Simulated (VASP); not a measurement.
VASP runs on ZrN (rock salt) share one base input (PBE GGA, plane waves, VASP's PBE PAW potentials (set 64)) and change the settings named in each case.

File KPOINTS:
```
Automatic mesh
0
Gamma
12 12 12
0 0 0
```

POSCAR:
```
ZrN
1
    0.0000000000     2.2900000000     2.2900000000
    2.2900000000     0.0000000000     2.2900000000
    2.2900000000     2.2900000000     0.0000000000
Zr N
1 1
Direct
  0.0000000000   0.0000000000   0.0000000000
  0.5000000000   0.5000000000   0.5000000000
```

### INCAR
```
ALGO=Normal
EDIFF=1E-6
ENCUT=520
GGA=PE
ISIF=2
ISMEAR=1
LASPH=T
LCHARG=F
LMAXMIX=4
LREAL=F
LWAVE=F
NELM=100
PREC=Accurate
SIGMA=0.1
SYSTEM=ZrN
```

POTCAR, in this order: Zr_sv N (PBE.64 set). Program: vasp_std.

```json
[
 {"change": "base run", "E(σ→0) (eV/atom)": "-10.1880", "−TS (eV)": "0.0008"},
 {"change": "ISMEAR = 0, NELECT = 16.5, SIGMA = 0.05", "E(σ→0) (eV/atom)": "-13.1077", "−TS (eV)": "-0.0003"},
 {"change": "ISMEAR = 0, NELECT = 16.9, SIGMA = 0.05", "E(σ→0) (eV/atom)": "-10.7822", "−TS (eV)": "-0.0011"},
 {"change": "ISMEAR = 0, NELECT = 16.98, SIGMA = 0.05", "E(σ→0) (eV/atom)": "-10.3072", "−TS (eV)": "-0.0008"},
 {"change": "ISMEAR = 0, NELECT = 17.02, SIGMA = 0.05", "E(σ→0) (eV/atom)": "-10.0673", "−TS (eV)": "-0.0004"},
 {"change": "ISMEAR = 0, NELECT = 17.1, SIGMA = 0.05", "E(σ→0) (eV/atom)": "-9.5802", "−TS (eV)": "-0.0016"},
 {"change": "ISMEAR = 0, NELECT = 17.5, SIGMA = 0.05", "E(σ→0) (eV/atom)": "-7.1028", "−TS (eV)": "-0.0022"}
]
```
 Charged cells carry a uniform compensating background.

Left out are runs that ran out of time, are held back, or changed the cell or the kind of run, fixed moments of cells without a moment, rows past the twelfth, gaps on odd meshes, pressures of charged cells and columns that move by less than the noise.

The compound is ZrN in the rock salt structure. The cell was not relaxed at this level. The electron count is odd and the run is not spin-polarised, which forces a metal.
